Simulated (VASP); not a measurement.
Write the native input for VASP 6.6.1 that does the following.

| Property | Result |
| --- | --- |
| Task | single point |
| Functional | PBE |
| Potentials or basis | VASP PAW PBE potentials, release 64 (Sn_d, Ge_d, O) |
| Cutoff | 520 eV |
| k mesh | 4 × 2 × 4 |
| Occupations | gaussian, width 0.05 eV |
| Spin | no spin polarisation |
| Further INCAR settings | PREC = Normal; LREAL = Auto; ALGO = Fast; EDIFF = 1e-05 |

The structure of Sn2GeO3 lies in POSCAR:

```
Sn2GeO3
1.0
    3.9898500000      0.0000000000      0.0000000000
    0.0000000000     10.7483700000      0.0000000000
    0.0000000000      0.0000000000      4.9208400000
Sn Ge O
4 2 6
Direct
    0.0000000000      0.3340430000      0.2590280000
    0.0000000000      0.6659570000      0.2590280000
    0.5000000000      0.1659570000      0.7409720000
    0.5000000000      0.8340430000      0.7409720000
    0.0000000000      0.0000000000      0.2972840000
    0.5000000000      0.5000000000      0.7027160000
    0.0000000000      0.1607250000      0.5166060000
    0.0000000000      0.8392750000      0.5166060000
    0.0000000000      0.5000000000      0.5260370000
    0.5000000000      0.3392750000      0.4833940000
    0.5000000000      0.6607250000      0.4833940000
    0.5000000000      0.0000000000      0.4739630000
```

The cell was built by a generator and needn't be a form met in nature.

These files were run (other wordings do the same):

INCAR

```
SYSTEM = Sn2GeO3
PREC = Normal
ENCUT = 520
EDIFF = 1E-5
ISMEAR = 0
SIGMA = 0.05
LREAL = Auto
LASPH = .True.
NELM = 80
ALGO = Fast
ISIF = 2
LWAVE = .False.
LCHARG = .False.
GGA = PE
```

KPOINTS

```
Automatic mesh
0
Gamma
  4 2 4
  0 0 0
```

Potentials or basis: VASP PAW PBE potentials, release 64 (Sn_d, Ge_d, O).

Launch:

```bash
$ cat potpaw_PBE.64/Sn_d/POTCAR potpaw_PBE.64/Ge_d/POTCAR potpaw_PBE.64/O/POTCAR > POTCAR
$ mpirun -np 1 vasp_std > vasp.out
```

It gave:

* Pressure: 0.0 GPa
* Largest force: 0.014 eV/Å
* Band gap on the k mesh: 0.65 eV, indirect (least direct gap 2.11 eV)

Caveat: spin-orbit coupling is left out, which moves the levels of the heavy elements.

Wall time 2.2 min on 1 thread of Intel(R) Xeon(R) 6975P-C (Granite Rapids), on a shared host, peak memory 0.31 GiB.
